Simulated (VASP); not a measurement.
Computed with LDA (Ceperley-Alder, Perdew-Zunger), VASP's LDA PAW potentials (set 64) (plane waves; VASP).

A VASP calculation is set up with these files.

INCAR:
```
SYSTEM = PtAl2
PREC = Accurate
ENCUT = 500
EDIFF = 1E-6
NELM = 100
ALGO = Normal
LREAL = .FALSE.
LASPH = .TRUE.
ISMEAR = 1
SIGMA = 0.1
LMAXMIX = 6
LWAVE = .FALSE.
LCHARG = .FALSE.
IBRION = 2
ISIF = 3
NSW = 40
EDIFFG = -0.02
```

POSCAR:
```
PtAl2
1
    0.0000000000     2.9288542848     2.9288542848
    2.9288542848     0.0000000000     2.9288542848
    2.9288542848     2.9288542848     0.0000000000
Al Pt
2 1
Direct
  0.2500000000   0.2500000000   0.2500000000
  0.7500000000   0.7500000000   0.7500000000
  0.0000000000   0.0000000000   0.0000000000
```

### KPOINTS
```
Automatic mesh
0
Gamma
9 9 9
0 0 0
```

POTCAR, in this order: Al Pt (LDA.64 set). Program: vasp_std.

Unless said otherwise, spin-orbit coupling is left out, though it shifts the bands of the heavy elements here.

Problem. What does the run give for the energy per atom (σ→0), band gap (on the k-mesh)?

Solution. 
```json
{
 "energy per atom (σ→0)": "-6.203 eV/atom",
 "band gap (on the k-mesh)": "none (metal, semimetal or under 0.01 eV)"
}
```

File OSZICAR:
```
...
DAV:   6    -0.187471100351E+02    0.51350E+00   -0.23467E+00   976   0.152E+01    0.234E+00
DAV:   7    -0.186491553744E+02    0.97955E-01   -0.17303E-01   920   0.423E+00    0.172E+00
DAV:   8    -0.186081384424E+02    0.41017E-01   -0.38993E-02   976   0.180E+00    0.263E-01
DAV:   9    -0.186078978975E+02    0.24054E-03   -0.19274E-03   992   0.404E-01    0.165E-01
DAV:  10    -0.186078938717E+02    0.40257E-05   -0.22414E-04  1012   0.144E-01    0.183E-02
DAV:  11    -0.186078898339E+02    0.40378E-05   -0.17331E-05  1012   0.435E-02    0.780E-03
DAV:  12    -0.186078899374E+02   -0.10353E-06   -0.79139E-07   612   0.733E-03
   1 F= -.18607890E+02 E0= -.18608308E+02  d E =-.186079E+02
```

The compound is PtAl2 in the fluorite structure. It was relaxed first.
